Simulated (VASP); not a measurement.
These are PBE GGA, VASP's PBE PAW potentials (set 64) (plane waves; VASP) values and carry that method's errors.

Input for VASP

File KPOINTS:
```
Automatic mesh
0
Gamma
9 9 5
0 0 0
```

**POSCAR**
```
Tm
1
    1.7700000000    -3.0657300000     0.0000000000
    1.7700000000     3.0657300000     0.0000000000
    0.0000000000     0.0000000000     5.5500000000
Tm
2
Direct
  0.3333330000   0.6666670000   0.2500000000
  0.6666670000   0.3333330000   0.7500000000
```

### INCAR
```
PREC = Accurate
LMAXMIX = 6   ! l cut-off of mixed one-centre charges
EDIFF = 1E-6   ! SCF stop (eV)
ALGO = Normal
SYSTEM = Tm
GGA = PE   ! PBE
LASPH = T
ISIF = 2   ! forces and stress, cell fixed
LREAL = F
NELM = 100
LCHARG = F
ENCUT = 400   ! plane-wave cut-off (eV)
SIGMA = 0.1   ! width (eV)
ISMEAR = 1
LWAVE = F
```

POTCAR, in this order: Tm_3 (PBE.64 set). Program: vasp_std.

What VASP printed:

**OSZICAR**
```
       N       E                     dE             d eps       ncg     rms          rms(c)
DAV:   1     0.525612413094E+02    0.52561E+02   -0.75683E+03   944   0.109E+03
DAV:   2    -0.526075827844E+01   -0.57822E+02   -0.56853E+02  1004   0.340E+02
DAV:   3    -0.882594230148E+01   -0.35652E+01   -0.32295E+01  1544   0.555E+01
DAV:   4    -0.893799833556E+01   -0.11206E+00   -0.10839E+00  1496   0.777E+00
DAV:   5    -0.893936193342E+01   -0.13636E-02   -0.13631E-02  1311   0.784E-01    0.238E+01
DAV:   6    -0.893529844170E+01    0.40635E-02   -0.32846E-02  1475   0.217E+00    0.141E+01
DAV:   7    -0.894873350855E+01   -0.13435E-01   -0.56620E-02  1428   0.277E+00    0.379E-01
DAV:   8    -0.894850286930E+01    0.23064E-03   -0.32027E-03  1221   0.512E-01    0.971E-02
DAV:   9    -0.894851686252E+01   -0.13993E-04   -0.25239E-04  1516   0.168E-01    0.300E-02
DAV:  10    -0.894850992227E+01    0.69403E-05   -0.28445E-05  1354   0.483E-02    0.382E-02
DAV:  11    -0.894851052568E+01   -0.60341E-06   -0.27317E-06  1037   0.164E-02
   1 F= -.89485105E+01 E0= -.89484929E+01  d E =-.529815E-04
```

File OUTCAR:
```
------------------------ aborting loop because EDIFF is reached ----------------------------------------
  FORCE on cell =-STRESS in cart. coord.  units (eV):
  Direction    XX          YY          ZZ          XY          YZ          ZX
  --------------------------------------------------------------------------------------
  Total        0.2153996      0.2153996     -0.0025984      0.0000000     -0.0000000     -0.0000000
  in kB        5.7296127      5.7296130     -0.0691173      0.0000000     -0.0000000     -0.0000000
  external PRESSURE =       3.7967028 kB  Pullay stress =       0.0000000 kB
  volume of cell :       60.23
      direct lattice vectors                 reciprocal lattice vectors
     1.770000000 -3.065730000  0.000000000     0.282485876 -0.163093293  0.000000000
     1.770000000  3.065730000  0.000000000     0.282485876  0.163093293  0.000000000
     0.000000000  0.000000000  5.550000000     0.000000000  0.000000000  0.180180180
 POSITION                                       TOTAL-FORCE (eV/Angst)
 -----------------------------------------------------------------------------------
      1.77000      1.02191      1.38750         0.000000     -0.000000      0.000000
      1.77000     -1.02191      4.16250        -0.000000      0.000000      0.000000
 -----------------------------------------------------------------------------------
    total drift:                               -0.000001      0.000070     -0.000012
  FREE ENERGIE OF THE ION-ELECTRON SYSTEM (eV)
  ---------------------------------------------------
  free  energy   TOTEN  =        -8.9485105257 eV

  energy  without entropy=       -8.9484575442  energy(sigma->0) =       -8.94849287
```
(Selected blocks of OUTCAR.)

The 4f electrons are frozen in the core of the lanthanide potential, so 4f levels, which can set the real gap, and their magnetism are missing.

The compound is Tm in the hcp structure. The cell was not relaxed at this level.
